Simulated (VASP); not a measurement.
# SrTiO3 (Pm-3m) in VASP: Born charges and dielectric tensor with LDA

Aim: the Born charges and dielectric tensor of SrTiO3 with LDA.

All numbers are computed with VASP 6.6.1; they aren't measurements. Logs are shortened: lines on timing, memory, paths and dates and some standing lists are left out, and cuts for length are marked.

## Step 1: The structure

Symmetry: Pm-3m, No. 221, cubic system. The conventional cell has a = 3.860 Å, b = 3.860 Å, c = 3.860 Å, α = 90.00°, β = 90.00°, γ = 90.00°. Around Sr (site symmetry m-3m) lie 12 O at 2.73 Å. Ti (site symmetry m-3m) is surrounded by 6 O at 1.93 Å. O (site symmetry 4/mmm) has 2 Ti at 1.93 Å as nearest neighbours.

The cell is a database's computed one.

## Step 2: Born charges and dielectric tensor, LDA

Input file INCAR:

```
SYSTEM = SrTiO3
ALGO = Normal
EDIFF = 1E-8
ENCUT = 600
GGA = CA
IBRION = 8
ISIF = 2
ISMEAR = 0
LASPH = .True.
LCHARG = .False.
LEPSILON = .True.
LREAL = .False.
LWAVE = .False.
NELM = 100
NSW = 1
PREC = Accurate
SIGMA = 0.02
```

Input file KPOINTS:

```
k-points
0
Gamma
  4 4 4
  0 0 0
```

Input file POSCAR:

```
SrTiO3
1.0
    3.8599600000      0.0000000000      0.0000000000
    0.0000000000      3.8599600000      0.0000000000
    0.0000000000      0.0000000000      3.8599600000
Sr Ti O
1 1 3
Direct
    0.0000000000      0.0000000000      0.0000000000
    0.5000000000      0.5000000000      0.5000000000
    0.5000000000      0.0000000000      0.5000000000
    0.5000000000      0.5000000000      0.0000000000
    0.0000000000      0.5000000000      0.5000000000
```

Potentials or basis: VASP PAW LDA potentials, release 64 (Sr_sv, Ti_sv, O).

Command:

```sh
$ cat potpaw_LDA.64/Sr_sv/POTCAR potpaw_LDA.64/Ti_sv/POTCAR potpaw_LDA.64/O/POTCAR > POTCAR
$ mpirun -np 1 vasp_std > vasp.out
```

OUTCAR:

```text
SYSTEM = SrTiO3
   EDIFF = 1E-8
   ENCUT = 600
   GGA = CA
   IBRION = 8
   ISIF = 2
   ISMEAR = 0
   LASPH = .True.
   LEPSILON = .True.
   LREAL = .False.
   NELM = 100
   NSW = 1
   PREC = Accurate

 ion  position               nearest neighbor table
   1  0.000  0.000  0.000-   3 2.73   4 2.73   5 2.73   3 2.73   5 2.73   4 2.73   5 2.73   5 2.73
                             3 2.73   4 2.73   3 2.73   4 2.73   2 3.34   2 3.34   2 3.34   2 3.34
   2  0.500  0.500  0.500-   3 1.93   4 1.93   5 1.93   4 1.93   3 1.93   5 1.93   1 3.34   1 3.34
                             1 3.34   1 3.34   1 3.34   1 3.34   1 3.34   1 3.34
   3  0.500  0.000  0.500-   2 1.93   2 1.93   1 2.73   1 2.73   1 2.73   1 2.73
   4  0.500  0.500  0.000-   2 1.93   2 1.93   1 2.73   1 2.73   1 2.73   1 2.73
   5  0.000  0.500  0.500-   2 1.93   2 1.93   1 2.73   1 2.73   1 2.73   1 2.73

  LATTYP: Found a simple cubic cell.
 ALAT       =     3.8599600000

  Lattice vectors:

 A1 = (   3.8599600000,   0.0000000000,   0.0000000000)
 A2 = (   0.0000000000,   3.8599600000,   0.0000000000)
 A3 = (   0.0000000000,   0.0000000000,   3.8599600000)

Analysis of symmetry for initial positions (statically):
=====================================================================
 Subroutine PRICEL returns:
 Original cell was already a primitive cell.

 Routine SETGRP: Setting up the symmetry group for a
 simple cubic supercell.

 Subroutine GETGRP returns: Found 48 space group operations
 (whereof 48 operations were pure point group operations)
 out of a pool of 48 trial point group operations.

The static configuration has the point symmetry O_h .

Analysis of symmetry for dynamics (positions and initial velocities):
=====================================================================
 Subroutine PRICEL returns:
 Original cell was already a primitive cell.

 Routine SETGRP: Setting up the symmetry group for a
 simple cubic supercell.

 Subroutine GETGRP returns: Found 48 space group operations
 (whereof 48 operations were pure point group operations)
 out of a pool of 48 trial point group operations.

The dynamic configuration has the point symmetry O_h .

 Subroutine INISYM returns: Found 48 space group operations
 (whereof 48 operations are pure point group operations),
 and found     1 'primitive' translations

----------------------------------------------------------------------------------------

                                     Primitive cell

  volume of cell :      57.5107

  direct lattice vectors                    reciprocal lattice vectors
     3.859960000  0.000000000  0.000000000     0.259070042  0.000000000  0.000000000
     0.000000000  3.859960000  0.000000000     0.000000000  0.259070042  0.000000000
     0.000000000  0.000000000  3.859960000     0.000000000  0.000000000  0.259070042

  length of vectors
     3.859960000  3.859960000  3.859960000     0.259070042  0.259070042  0.259070042

  position of ions in fractional coordinates (direct lattice)
     0.000000000  0.000000000  0.000000000
     0.500000000  0.500000000  0.500000000
[... 477 lines left out ...]
 -----------------------------------------------------------------------------
    -0.01341 -0.00000  0.00000
     0.00000  0.02415  0.00000
     0.00000  0.00000 -0.01341

 MACROSCOPIC STATIC DIELECTRIC TENSOR (including local field effects in DFT)
 ------------------------------------------------------
           6.999767    -0.000000    -0.000000
          -0.000000     6.999767     0.000000
          -0.000000    -0.000000     6.999767
 ------------------------------------------------------

 PIEZOELECTRIC TENSOR (including local field effects)  for field in x, y, z        (e  Angst)
          XX          YY          ZZ          XY          YZ          ZX
  --------------------------------------------------------------------------------
  x     0.00000     0.00000     0.00000     0.00000     0.00000     0.00000
  y     0.00000     0.00000     0.00000     0.00000     0.00000     0.00000
  z     0.00000     0.00000     0.00000     0.00000     0.00000     0.00000

 PIEZOELECTRIC TENSOR (including local field effects)  for field in x, y, z        (C/m^2)
          XX          YY          ZZ          XY          YZ          ZX
  --------------------------------------------------------------------------------
  x     0.00000     0.00000     0.00000     0.00000     0.00000     0.00000
  y     0.00000     0.00000     0.00000     0.00000     0.00000     0.00000
  z     0.00000     0.00000     0.00000     0.00000     0.00000     0.00000

 BORN EFFECTIVE CHARGES (including local field effects) (in |e|, cummulative output)
 ---------------------------------------------------------------------------------
 ion    1
    1     2.60361     0.00000     0.00000
    2     0.00000     2.60361     0.00000
    3    -0.00000    -0.00000     2.60361
 ion    2
    1     7.97190     0.00000     0.00000
    2     0.00000     7.97190     0.00000
    3    -0.00000     0.00000     7.97190
 ion    3
    1    -2.17175    -0.00000     0.00000
    2     0.00000    -6.23201    -0.00000
    3     0.00000     0.00000    -2.17175
 ion    4
    1    -2.17175     0.00000    -0.00000
    2     0.00000    -2.17175    -0.00000
    3    -0.00000     0.00000    -6.23201
 ion    5
    1    -6.23201     0.00000    -0.00000
    2    -0.00000    -2.17175     0.00000
    3     0.00000     0.00000    -2.17175

 INTERNAL STRAIN TENSOR FOR ION    5 for displacements in x,y,z  (eV/Angst):
          X           Y           Z          XY          YZ          ZX
  --------------------------------------------------------------------------------
  x     0.00000     0.00000     0.00000     0.00000     0.00000     0.00000
  y     0.00000     0.00000     0.00000     0.00000     0.00000     0.00000
  z     0.00000     0.00000     0.00000     0.00000     0.00000     0.00000

 SECOND DERIVATIVES (NOT SYMMETRIZED)
 ------------------------------------
               1X          1Y          1Z          2X          2Y          2Z          3X          3Y          3Z          4X          4Y          4Z          5X          5Y          5Z
  1X    -3.921956   -0.000000    0.000000    3.274819    0.000000   -0.000000   -0.274176   -0.000000    0.000000   -0.274176    0.000000    0.000000    1.195488   -0.000000    0.000000
  1Y    -0.000000   -3.921956   -0.000000    0.000000    3.274819   -0.000000   -0.000000    1.195488    0.000000    0.000000   -0.274176    0.000000   -0.000000   -0.274176   -0.000000
  1Z    -0.000000   -0.000000   -3.921956   -0.000000    0.000000    3.274819    0.000000   -0.000000   -0.274176   -0.000000   -0.000000    1.195488   -0.000000    0.000000   -0.274176
  2X     3.296613   -0.000000   -0.000000   -1.655679   -0.000000   -0.000000   -1.053397   -0.000000   -0.000000   -1.053397    0.000000    0.000000    0.465861    0.000000    0.000000
  2Y    -0.000000    3.296613    0.000000   -0.000000   -1.655679   -0.000000    0.000000    0.465861    0.000000    0.000000   -1.053397    0.000000   -0.000000   -1.053397   -0.000000
  2Z     0.000000   -0.000000    3.296613    0.000000    0.000000   -1.655679   -0.000000    0.000000   -1.053397   -0.000000    0.000000    0.465861    0.000000   -0.000000   -1.053397
  3X    -0.272609    0.000000    0.000000   -1.115373    0.000000    0.000000   -3.432148    0.000000    0.000000   -1.019486    0.000000    0.000000    5.839617    0.000000    0.000000
  3Y    -0.000000    1.184393   -0.000000    0.000000    0.387069    0.000000    0.000000  -13.242205    0.000000    0.000000    5.835372   -0.000000   -0.000000    5.835372    0.000000
  3Z     0.000000    0.000000   -0.272609    0.000000    0.000000   -1.115373    0.000000    0.000000   -3.432148    0.000000    0.000000    5.839617    0.000000    0.000000   -1.019486
  4X    -0.272609    0.000000    0.000000   -1.115373    0.000000    0.000000   -1.019486    0.000000    0.000000   -3.432148    0.000000    0.000000    5.839617    0.000000    0.000000
  4Y     0.000000   -0.272609    0.000000    0.000000   -1.115373    0.000000    0.000000    5.839617    0.000000    0.000000   -3.432148    0.000000    0.000000   -1.019486    0.000000
  4Z     0.000000    0.000000    1.184393    0.000000    0.000000    0.387069    0.000000    0.000000    5.835372   -0.000000   -0.000000  -13.242205    0.000000    0.000000    5.835372
  5X     1.184393   -0.000000   -0.000000    0.387069    0.000000    0.000000    5.835372   -0.000000    0.000000    5.835372    0.000000   -0.000000  -13.242205    0.000000    0.000000
  5Y     0.000000   -0.272609    0.000000    0.000000   -1.115373    0.000000    0.000000    5.839617    0.000000    0.000000   -1.019486    0.000000    0.000000   -3.432148    0.000000
  5Z     0.000000    0.000000   -0.272609    0.000000    0.000000   -1.115373    0.000000    0.000000   -1.019486    0.000000    0.000000    5.839617    0.000000    0.000000   -3.432148

 Eigenvectors and eigenvalues of the dynamical matrix
 ----------------------------------------------------

   1 f  =   16.691116 THz   104.873374 2PiTHz  556.755698 cm-1    69.028878 meV
             X         Y         Z           dx          dy          dz
      0.000000  0.000000  0.000000     0.028004    0.000214    0.000000
      1.929980  1.929980  1.929980     0.036468    0.000279    0.000000
      1.929980  0.000000  1.929980     0.364264   -0.006541   -0.000000
      1.929980  1.929980  0.000000     0.364264    0.002784    0.000000
      0.000000  1.929980  1.929980    -0.855834    0.002784    0.000000
[... 105 lines left out ...]
  15 f/i=    3.619131 THz    22.739672 2PiTHz  120.721222 cm-1    14.967517 meV
             X         Y         Z           dx          dy          dz
      0.000000  0.000000  0.000000     0.091904    0.181794    0.010712
      1.929980  1.929980  1.929980     0.227377    0.449769    0.026503
      1.929980  0.000000  1.929980    -0.232840   -0.366951   -0.027139
      1.929980  1.929980  0.000000    -0.232840   -0.460576   -0.021623
      0.000000  1.929980  1.929980    -0.185509   -0.460576   -0.027139

--------------------------------------------------------------------------------------------------------

 MACROSCOPIC STATIC DIELECTRIC TENSOR IONIC CONTRIBUTION
 ------------------------------------------------------
         216.249459    -0.000000     0.000000
          -0.000000   216.249459     0.000000
           0.000000     0.000000   216.249459
 ------------------------------------------------------

 ELASTIC MODULI CONTR FROM IONIC RELAXATION (kBar)
 Direction    XX          YY          ZZ          XY          YZ          ZX
 --------------------------------------------------------------------------------
 XX           0.0000      0.0000      0.0000      0.0000      0.0000      0.0000
 YY           0.0000      0.0000      0.0000      0.0000      0.0000      0.0000
 ZZ           0.0000      0.0000      0.0000      0.0000      0.0000      0.0000
 XY           0.0000      0.0000      0.0000      0.0000      0.0000      0.0000
 YZ           0.0000      0.0000      0.0000      0.0000      0.0000      0.0000
 ZX           0.0000      0.0000      0.0000      0.0000      0.0000      0.0000
 --------------------------------------------------------------------------------

 PIEZOELECTRIC TENSOR IONIC CONTR  for field in x, y, z        (C/m^2)
          XX          YY          ZZ          XY          YZ          ZX
  --------------------------------------------------------------------------------
  x     0.00000     0.00000     0.00000     0.00000     0.00000     0.00000
  y     0.00000     0.00000     0.00000     0.00000     0.00000     0.00000
  z     0.00000     0.00000     0.00000     0.00000     0.00000     0.00000
```

It took 7.4 min on 1 thread of Intel Xeon Platinum 8488C (Sapphire Rapids), shared host; peak memory 0.31 GiB.

Results:

```
Band gap on the k mesh                                  : 1.79 eV, indirect (least direct gap 2.13 eV)
Electronic dielectric tensor (diagonal)                 : 7.00
Born charges (mean of the diagonal)                     : Sr +2.60; Ti +7.97; O -3.53 e
Highest phonon frequency at Γ, LO-TO splitting left out : 557 cm⁻¹
Most unstable mode                                      : 121i cm⁻¹
```

Phonon frequencies in cm⁻¹ (negative: imaginary):
| q point | frequencies |
| --- | --- |
| (0.000, 0.000, 0.000) | -121 -121 -121 3 3 3 164 164 164 202 202 202 557 557 557 |

Electronic dielectric tensor:
```
7.00 0.00 0.00
0.00 7.00 0.00
0.00 0.00 7.00
```

Born effective charge tensors (e):
atom 1, Sr
```
2.60 0.00 0.00
0.00 2.60 0.00
0.00 0.00 2.60
```
atom 2, Ti
```
7.97 0.00 0.00
0.00 7.97 0.00
0.00 0.00 7.97
```
atom 3, O
```
-2.17  0.00  0.00
 0.00 -6.23  0.00
 0.00  0.00 -2.17
```
atom 4, O
```
-2.17  0.00  0.00
 0.00 -2.17  0.00
 0.00  0.00 -6.23
```
atom 5, O
```
-6.23  0.00  0.00
 0.00 -2.17  0.00
 0.00  0.00 -2.17
```

Caveat: some modes are imaginary.
